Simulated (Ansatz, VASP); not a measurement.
# GaAs in two plane-wave programs, part 2 of 2

Wanted: the spread between two codes on one cell, functional and k mesh. The cell is taken from a series of runs on this material, whose earlier steps may have relaxed, scaled, displaced or heated it; both programs get it as it stands.

VASP 6.6.1 and Ansatz 0.2.0.

So far: The starting structure; VASP: relaxation of cell and atoms, PBE; Ansatz: relaxation of cell and atoms, PBE; Differences.

## 5. VASP: zone-centre phonons, PBE

Level of this step: PBE; plane waves and PAW (Ga_d, As) (VASP).

Second derivatives magnify differences that forces hide, and they need a tight electronic threshold.

INCAR reads:

```
SYSTEM = GaAs
PREC = Accurate
ENCUT = 500
EDIFF = 1E-08
NELM = 120
ISMEAR = 0
SIGMA = 0.02
LREAL = .FALSE.
ALGO = Normal
GGA = PE
NBANDS = 15
LORBIT = 11
LWAVE = .FALSE.
LCHARG = .FALSE.
ISIF = 2
IBRION = 8
LASPH = .TRUE.
GGA_COMPAT = .FALSE.
EFERMI = MIDGAP
KPAR = 2
```

POSCAR reads:

```
GaAs
1.0
    0.0000000000      2.8740152778      2.8740152778
    2.8740152778      0.0000000000      2.8740152778
    2.8740152778      2.8740152778      0.0000000000
Ga As
1 1
Direct
    0.0000000000      0.0000000000      0.0000000000
    0.2500000000      0.2500000000      0.2500000000
```

KPOINTS reads:

```
Automatic mesh
0
Gamma
10 10 10
0 0 0
```

Potentials, in the order of the species: Ga_d and As (PBE family, release 64).

The run is started by

```sh
> mpirun -np 2 vasp_std
```

Numbers of over 12 decimals in the logs are rounded to 6 here.

The program printed:

```text
[... set-up lines as in an earlier step ...]
 entering main loop
       N       E                     dE             d eps       ncg     rms          rms(c)
DAV:   1     0.800718464879E+02    0.80072E+02   -0.87787E+03  1434   0.158E+03
DAV:   2    -0.222140513411E+01   -0.82293E+02   -0.78612E+02  1606   0.300E+02
DAV:   3    -0.832795594940E+01   -0.61066E+01   -0.60854E+01  1704   0.673E+01
DAV:   4    -0.842339123339E+01   -0.95435E-01   -0.95421E-01  1756   0.951E+00
[...]
DAV:  12    -0.827518365289E+01   -0.37682E-06   -0.12647E-06  1788   0.150E-02    0.154E-03
DAV:  13    -0.827518407094E+01   -0.41805E-06   -0.53591E-07  1683   0.543E-03    0.599E-04
DAV:  14    -0.827518406716E+01    0.37844E-08   -0.10396E-08  1449   0.117E-03
   1 F= -.82751841E+01 E0= -.82751841E+01  d E =-.170274E-10
 Linear response reoptimize wavefunctions to high precision
DAV:   1    -0.827518409776E+01   -0.30608E-07   -0.39073E-09  1648   0.538E-04
DAV:   2    -0.827518409778E+01   -0.18645E-10   -0.94384E-11  1097   0.741E-05
 Linear response DOF=           2
 Linear response progress:
[...]
RMM:  14    -0.163258165498E+00    0.27548E-08    0.15158E-07 10417   0.432E-05    0.132E-06
RMM:  15    -0.163258194083E+00   -0.28585E-07    0.63047E-08 10009   0.262E-05    0.195E-07
RMM:  16    -0.163258193113E+00    0.97024E-09    0.80865E-08  7460   0.182E-05    0.325E-07
 first order change of Fermi-energy   0.10201E-01
 force on displaced ion       1 direction 1 :  -8.424  -0.000  -0.000
 Linear response progress:
  Degree of freedom:   2/  2
       N       E                     dE             d eps       ncg     rms          rms(c)
RMM:   1    -0.443005331152E-01   -0.44301E-01    0.63446E-02 11162   0.143E+00
RMM:   2    -0.435262549656E-01    0.77428E-03   -0.37626E-03  9140   0.358E-01    0.783E-02
RMM:   3    -0.435332019589E-01   -0.69470E-05   -0.26513E-04 10291   0.114E-01    0.446E-02
RMM:   4    -0.437814529433E-01   -0.24825E-03   -0.17991E-05 10332   0.525E-02    0.429E-03
[...]
RMM:  13    -0.437844693471E-01    0.22723E-08    0.20097E-07  8027   0.122E-05    0.375E-07
RMM:  14    -0.437844676570E-01    0.16901E-08    0.19812E-07  5836   0.845E-06    0.120E-07
RMM:  15    -0.437844676318E-01    0.25189E-10    0.19838E-07  4127   0.708E-06    0.493E-08
 first order change of Fermi-energy  -0.99072E-02
 force on displaced ion       2 direction 1 :  -8.469  -0.000  -0.000
 Linear response finished
```

Parts of OUTCAR (step 5):

```text
  Total        0.0210117      0.0210117      0.0210117     -0.0000000      0.0000000      0.0000000
  in kB        0.7090474      0.7090474      0.7090474     -0.0000000      0.0000000      0.0000000
  external PRESSURE =       0.7090474 kB  Pullay stress =       0.0000000 kB

 POSITION                                       TOTAL-FORCE (eV/Angst)
 -----------------------------------------------------------------------------------
      0.00000      0.00000      0.00000        -0.000000      0.000000      0.000000
      1.43701      1.43701      1.43701         0.000000     -0.000000      0.000000
 -----------------------------------------------------------------------------------
    total drift:                                0.000000      0.000000      0.000000

[... 1 part as in an earlier step ...]

[... 1 further part left out ...]
```

## 6. Ansatz: zone-centre phonons, PBE

The same cell, functional, mesh and smearing now go to Ansatz, which takes its cutoff from its data sets.

The cell is taken from a series of runs on this material, whose earlier steps may have relaxed, scaled, displaced or heated it; both programs get it as it stands.

input.yaml reads:

```yaml
crystal:
  lattice:
    - [0.0, 2.8740152778, 2.8740152778]
    - [2.8740152778, 0.0, 2.8740152778]
    - [2.8740152778, 2.8740152778, 0.0]
  atoms:
    - { symbol: Ga, position: [0.0, 0.0, 0.0] }
    - { symbol: As, position: [0.25, 0.25, 0.25] }
kpoints:
  mp_grid: { grid: [10, 10, 10] }
hamiltonian:
  xc: pbe
  pseudopotentials: { kind: nc, accuracy: standard }
scf:
  occupations: { method: gaussian, width: 0.02 }
output:
  eigenvalues: true
phonons:
  method: dfpt
```

The run is started by

```sh
> ansatz run input.yaml --threads 4 --pin off --max-ram 7168MiB --backend cpu --events-out ev --progress --plain --runs-dir out
```

The program printed:

```text
zone centre: on kpoints.mp_grid the ground state, and the responses unless they are solved on pairs of k-points, stand on 102 of the mesh's 1000 k-points, reduced under 8 symmetry operations, with k and −k counted as one. Each operation leaves every solved displacement unchanged or reverses it
[...]
Crystal: 2 atoms, lattice volume = 47.479 Å³
[...]
k mesh reduced under 8 symmetry operations, with k and −k counted as one. Each operation leaves every solved displacement unchanged or reverses it
  ASR residual: 1.174e-4 → 0.000e0 eV/Å²; symmetrization residual: 3.440e-5 eV/Å²
  ASR residual per site (eV/Å²): 1.17e-4 5.91e-5
  Γ frequencies (cm⁻¹): 0.00 0.00 0.00 252.35 252.35 252.35
  non-analytic LO–TO correction: not included (Born effective charges unavailable; polar crystals: no LO–TO splitting at Γ)
[key lines of the parts left out:]
SCF converged after 9 iterations
Free energy (F): -4967.858518 eV
Fermi energy:    8.187069 eV
```

## 7. Side by side

What differs besides the data sets and the points named for the pairs above, as far as they apply: the data sets hold 28 valence electrons in Ansatz (on norm-conserving files, of PseudoDojo where its log says so) and 18 in VASP. Total energies have different zeros and are not compared.

Compared:

```
                  quantity  Ansatz   VASP  difference
optical mode 1 to 3 (cm⁻¹)   252.3  252.2     +0.07 %
```

Modes are paired by rising frequency, not by their patterns, so a pair may set unlike modes beside each other; they are those without the splitting of longitudinal modes.

## 8. Outcome

* difference in volume (relaxation of cell and atoms, PBE): -0.15 %
* r.m.s. difference of the optical zone-centre modes, each program's sorted by frequency (zone-centre phonons, PBE): 0.17 cm⁻¹

What this shows: The difference in volume is -0.15 % (relaxation of cell and atoms, PBE), within the 1.2 % picked in this series as the mark of a large difference, as far as the stopping tolerances let one tell. The data sets hold unlike numbers of valence electrons (28 in Ansatz and 18 in VASP), so part of the differences comes from the potentials. How closely two codes agree says nothing of how well the functional describes the real material.

[Lines on the potential files, build, host, timing and source positions are cut from VASP's logs without a mark.]

[Logs are printed without paths, hosts, clocks, repeated set-up lines and the standing remarks that a program may print on its own settings, such as how far it seeks lower states.]

[Hosts, paths, dates, database ids (printed as entryN), source tags and the programs' standing remarks are cut or masked in the printed files.]
